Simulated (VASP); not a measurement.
# Which face does Pt expose?, part 2 of 2

How do surface energy, work function and relaxation of Pt depend on the face?

VASP 6.6.1; PBEsol; plane waves and PAW (Pt).

So far. Step 6 (Surface relaxation, 7 atoms, face Pt(100)): The run ended after 13 ionic steps, 0.026 eV below its first step, once the forces on the free atoms met EDIFFG = -0.03. Step 7 (Potential and states of the slab, 7 atoms, face Pt(100)): The vacuum level lies 5.80 eV above the Fermi level at the upper face; both faces agree, as the slab has next to no dipole.

### 8. Surface relaxation, 9 atoms, face Pt(110)

System of this step: Pt(110). The cell holds 9 atoms: 9 Pt. Its edges and angles: a = 3.916 Å, b = 2.769 Å, c = 26.077 Å, α = 90.0°, β = 90.0°, γ = 90.0°. It derives from Pt. 9 layers of fcc Pt, cut at this functional's lattice. Vacuum lies along c.

The input, INCAR:

```
SYSTEM = Pt
PREC = Normal
ENCUT = 320
EDIFF = 1E-05
NELM = 120
ISMEAR = 1
SIGMA = 0.15
LREAL = .FALSE.
ALGO = Fast
GGA = PS
NBANDS = 55
LORBIT = 11
LWAVE = .FALSE.
LCHARG = .FALSE.
KPAR = 4
IBRION = 2
NSW = 40
ISIF = 2
EDIFFG = -0.03
POTIM = 0.4
MAXMIX = 40
```

The input, POSCAR:

```
Pt
1.0
    3.9162069498      0.0000000000      0.0000000000
    0.0000000000      2.7691764907      0.0000000000
    0.0000000000      0.0000000000     26.0767059629
Pt
9
Direct
    0.0000000000      0.0000000000      0.2876130100
    0.5000000000      0.5000000000      0.3407097600
    0.0000000000      0.0000000000      0.3938065100
    0.5000000000      0.5000000000      0.4469032500
    0.0000000000      0.0000000000      0.5000000000
    0.5000000000      0.5000000000      0.5530967500
    0.0000000000      0.0000000000      0.6061934900
    0.5000000000      0.5000000000      0.6592902400
    0.0000000000      0.0000000000      0.7123869900
```

The input, KPOINTS:

```
Automatic mesh
0
Gamma
8 11 1
0 0 0
```

The projector-augmented-wave data sets are Pt (PBE family, release 64).

The run is started by

```sh
$ mpirun -np 4 vasp_std
```

It took 6.2 min on 4 MPI ranks of AMD EPYC 7R43, shared host; peak memory 1 GiB.

The run keeps the 8 symmetry operations of its start, so it cannot find a distortion of lower symmetry.

Relaxation path:

| step | energy less that of the first step (eV) | largest force (eV/Å) |
| --- | --- | --- |
| 1 | 0.0000 | 0.9733 |
| 2 | -0.1188 | 0.6592 |
| 3 | -0.2012 | 0.3289 |
| 4 | -0.2156 | 0.0995 |
| 5 | -0.2167 | 0.0746 |
| 6 | -0.2167 | 0.0722 |
| 7 | -0.2167 | 0.0780 |
| 8 | -0.2177 | 0.0514 |
| 9 | -0.2184 | 0.0435 |
| 10 | -0.2194 | 0.0627 |
| 11 | -0.2191 | 0.0980 |
| 12 | -0.2196 | 0.0775 |
| 13 | -0.2204 | 0.0389 |
| 14 | -0.2205 | 0.0353 |
| 15 | -0.2208 | 0.0115 |

The atoms that moved most (Å):

| atom | dx | dy | dz | length |
| --- | --- | --- | --- | --- |
| Pt9 | 0.000 | 0.000 | -0.142 | 0.142 |
| Pt1 | 0.000 | 0.000 | 0.142 | 0.142 |
| Pt8 | 0.000 | 0.000 | 0.087 | 0.087 |
| Pt2 | 0.000 | 0.000 | -0.087 | 0.087 |
| Pt7 | 0.000 | 0.000 | -0.038 | 0.038 |
| Pt3 | 0.000 | 0.000 | 0.038 | 0.038 |

The relaxed structure:

```xyz
9
Lattice="3.9162 0.0000 0.0000 0.0000 2.7692 0.0000 0.0000 0.0000 26.0767" Properties=species:S:1:pos:R:3
Pt    0.0000    0.0000    7.6422
Pt    1.9581    1.3846    8.7971
Pt    0.0000    0.0000   10.3072
Pt    1.9581    1.3846   11.6489
Pt    0.0000    0.0000   13.0384
Pt    1.9581    1.3846   14.4278
Pt    0.0000    0.0000   15.7695
Pt    1.9581    1.3846   17.2796
Pt    0.0000    0.0000   18.4345
```

The run ended after 15 ionic steps, 0.221 eV below its first step, once the forces on the free atoms met EDIFFG = -0.03.

### 9. Vacuum level and density of states, 9 atoms, face Pt(110)

The input, INCAR:

```
SYSTEM = Pt
PREC = Normal
ENCUT = 320
EDIFF = 1E-06
NELM = 120
ISMEAR = 1
SIGMA = 0.15
LREAL = .FALSE.
ALGO = Fast
GGA = PS
NBANDS = 55
LORBIT = 11
LWAVE = .FALSE.
LCHARG = .TRUE.
KPAR = 4
IDIPOL = 3
LDIPOL = .TRUE.
DIPOL = 0.5 0.5 0.5
LVHAR = .TRUE.
LVACPOTAV = .TRUE.
NEDOS = 1500
```

The input, POSCAR:

```
Pt
1.0
    3.9162069498      0.0000000000      0.0000000000
    0.0000000000      2.7691764907      0.0000000000
    0.0000000000      0.0000000000     26.0767059629
Pt
9
Direct
    0.0000000000      0.0000000000      0.2930657183
    0.5000000000      0.5000000000      0.3373565304
    0.0000000000      0.0000000000      0.3952646929
    0.5000000000      0.5000000000      0.4467177932
    0.0000000000      0.0000000000      0.5000000000
    0.5000000000      0.5000000000      0.5532822068
    0.0000000000      0.0000000000      0.6047353071
    0.5000000000      0.5000000000      0.6626434696
    0.0000000000      0.0000000000      0.7069342817
```

KPOINTS is that of step 8.

The run is started by

```sh
$ mpirun -np 4 vasp_std
```

It took 81 s on 4 MPI ranks; peak memory 0.93 GiB; 5.3 min of CPU time.

The planar average of the electrostatic potential oscillates, so the rows of the table below give means over windows of 1.41 Å about each position, cut where the curve ends. Its maxima inside the range that stand out by 2 % of the span (Å: eV): 9.6: -7.59, 11.0: -10.7, 12.4: -9.82, 13.7: -9.82, 15.1: -10.7, 16.5: -7.59. Its minima: 8.3: -13.9, 10.3: -12.5, 11.6: -12.7, 13.0: -12.7, 14.5: -12.7, 15.8: -12.5, 17.8: -13.9.

Zero at the Fermi level. Planar average of the electrostatic potential against height; means over each step:

| height (Å) | planar average of the electrostatic potential (eV) |
| --- | --- |
| 0.70 | 5.43 |
| 2.11 | 5.43 |
| 3.52 | 5.43 |
| 4.93 | 5.39 |
| 6.34 | 3.08 |
| 7.75 | -11.6 |
| 9.16 | -10.5 |
| 10.57 | -11.3 |
| 11.98 | -11.2 |
| 13.39 | -11.1 |
| 14.80 | -11.6 |
| 16.21 | -10.0 |
| 17.62 | -13.1 |
| 19.03 | -4.11 |
| 20.44 | 5.14 |
| 21.85 | 5.43 |
| 23.26 | 5.43 |
| 24.67 | 5.43 |

The map of layer states is cut here 0.5 eV above the Fermi level, so it leaves out the states above that.

The vacuum level lies 5.43 eV above the Fermi level at the upper face; both faces agree, as the slab has next to no dipole.

The program found no field-free point at its default tolerance, but its printed level agrees with the flat part of the planar average.

On this mesh the fine structure of the density of states is sampling noise, and high empty states may be cut by the number of bands.

### 10. The faces side by side

This step: surfaces of a metal, PBEsol; plane waves and PAW (VASP 6.6.1).

Derived from the runs above.

Symmetric slabs, all atoms free. All faces:

| face | layers | area a surface atom (Å²) | work function (eV) | surface energy as cut (J/m²) | surface energy relaxed (J/m²) | change of the top spacing (%) |
| --- | --- | --- | --- | --- | --- | --- |
| Pt(111) | 7 | 6.641 | 5.774 | 1.827 | 1.823 | 0.75 |
| Pt(100) | 7 | 7.668 | 5.805 | 2.311 | 2.284 | -2.74 |
| Pt(110) | 9 | 10.85 | 5.432 | 2.467 | 2.303 | -16.58 |

Each surface energy is the slab's energy less its number of atoms times the bulk energy of -6.9672 eV, over twice the cell's area.

### 11. Outcome

| Property | Result |
| --- | --- |
| Pt(111) | 1.82 J/m², 5.77 eV |
| Pt(100) | 2.28 J/m², 5.80 eV |
| Pt(110) | 2.30 J/m², 5.43 eV |

In words: The cheapest face is Pt(111) at 1.82 J/m², against 2.28 for Pt(100) and 2.30 for Pt(110). The work functions are 5.80 eV for Pt(100), 5.77 eV for Pt(111) and 5.43 eV for Pt(110). The work functions lie within the mesh's noise of each other at the top. The densest face is also the cheapest, since it cuts the fewest bonds an area. The top spacing changes by +0.8 % on Pt(111), -2.7 % on Pt(100) and -16.6 % on Pt(110), the most on the most open face. One thickness was run for each face, and bulk and slab meshes don't match, which leaves some hundredths of a J/m². The cells are 1 × 1 and can't reconstruct. Spin-orbit coupling is left out, which matters for a heavy metal.

[Lines on the potential files, build, host, timing and source positions are cut from VASP's logs without a mark.]

[Logs are printed without paths, hosts, clocks, repeated set-up lines and the standing remarks that a program may print on its own settings, such as how far it seeks lower states.]

[Hosts, paths, dates, database ids (printed as entryN), source tags and the programs' standing remarks are cut or masked in the printed files.]

[Runs that stopped without an error message from VASP are left out.]
